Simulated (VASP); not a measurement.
Consider the following.

```xyz
2
Lattice="1.4750 -2.5548 0.0000 1.4750 2.5548 0.0000 0.0000 0.0000 4.6800" Properties=species:S:1:pos:R:3 pbc="T T T"
Ti     1.4750     0.8516     1.1700
Ti     1.4750    -0.8516     3.5100
```

All values below come from PBE GGA, VASP's PBE PAW potentials (set 64) (plane waves; VASP). Settings: 300 eV cut-off, 13×13×7 Γ-centred mesh, Fermi-Dirac smearing of 0.10 eV, potentials Ti_sv.

Problem. Give the energies of bands 9 to 15 at the high-symmetry points, in eV from the Fermi level.

Solution. 
```csv
band,Γ,M,K,A,L,H
9,-6.07,-2.27,-1.62,-4.25,-2.46,-1.20
10,-2.60,-2.09,-1.34,-4.25,-2.46,-1.20
11,0.73,-1.78,-1.34,0.10,-0.78,-1.02
12,0.79,-0.61,-1.26,0.10,-0.78,-1.02
13,0.79,0.51,0.25,0.70,1.31,-0.21
14,0.89,0.64,0.25,0.70,1.31,-0.21
15,1.27,1.17,1.49,0.70,1.73,1.67
```

It has no gap at this level: it comes out as a metal or semimetal.

The structure is a typed Ti crystal (P6_3/mmc). The cell was not relaxed at this level.
